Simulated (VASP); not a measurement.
BAs: band structure with PBE

Crystal: BAs.

```
B As
1.0
     0.00000    2.40817    2.40817
     2.40817    0.00000    2.40817
     2.40817    2.40817    0.00000
B As
1 1
Direct
  0.75000 0.75000 0.75000
  0.00000 0.00000 0.00000
```

The cell is a database's computed one.

```json
{
  "Program": "VASP 6.6.1",
  "Task": "band structure",
  "Functional": "PBE",
  "Potentials or basis": "VASP PAW PBE potentials, release 64 (B, As)",
  "Cutoff": "600 eV",
  "k mesh": "12 × 12 × 12",
  "Occupations": "gaussian, width 0.02 eV",
  "Spin": "no spin polarisation",
  "Further INCAR settings": "ALGO = Fast; EDIFF = 1e-06"
}
```

```
Pressure                : 0.0 GPa
Band gap on the k mesh  : 1.21 eV, indirect (least direct gap 3.25 eV)
Band gap along the path : 1.20 eV, indirect (least direct gap 3.25 eV)
```

Levels at the corners of the path, in eV from the valence-band top:
```csv
point,band 1,band 2,band 3,band 4,band 5,band 6,band 7,band 8
Γ,-15.18,0.00,0.00,0.00,3.25,3.25,3.25,4.38
X,-11.12,-8.39,-3.98,-3.98,1.46,1.46,11.13,11.13
X,-11.12,-8.39,-3.98,-3.98,1.46,1.46,11.13,11.13
W,-10.97,-7.95,-5.34,-5.05,5.24,5.80,6.75,6.88
W,-10.97,-7.95,-5.34,-5.05,5.24,5.80,6.75,6.88
K,-11.16,-8.03,-5.79,-3.40,2.05,5.47,9.05,9.55
K,-11.16,-8.03,-5.79,-3.40,2.05,5.47,9.05,9.55
Γ,-15.18,0.00,0.00,0.00,3.25,3.25,3.25,4.38
Γ,-15.18,0.00,0.00,0.00,3.25,3.25,3.25,4.38
L,-12.40,-8.61,-1.78,-1.78,2.55,4.75,4.75,8.82
L,-12.40,-8.61,-1.78,-1.78,2.55,4.75,4.75,8.82
U,-11.16,-8.03,-5.79,-3.40,2.05,5.47,9.05,9.55
U,-11.16,-8.03,-5.79,-3.40,2.05,5.47,9.05,9.55
W,-10.97,-7.95,-5.34,-5.05,5.24,5.80,6.75,6.88
W,-10.97,-7.95,-5.34,-5.05,5.24,5.80,6.75,6.88
L,-12.40,-8.61,-1.78,-1.78,2.55,4.75,4.75,8.82
L,-12.40,-8.61,-1.78,-1.78,2.55,4.75,4.75,8.82
K,-11.16,-8.03,-5.79,-3.40,2.05,5.47,9.05,9.55
U,-11.16,-8.03,-5.79,-3.40,2.05,5.47,9.05,9.55
X,-11.12,-8.39,-3.98,-3.98,1.46,1.46,11.13,11.13
```

Run time: 27 s on 2 MPI ranks on AMD EPYC 7R43 64-Core Processor (Zen 3), on a shared host, peak memory 0.14 GiB a rank.
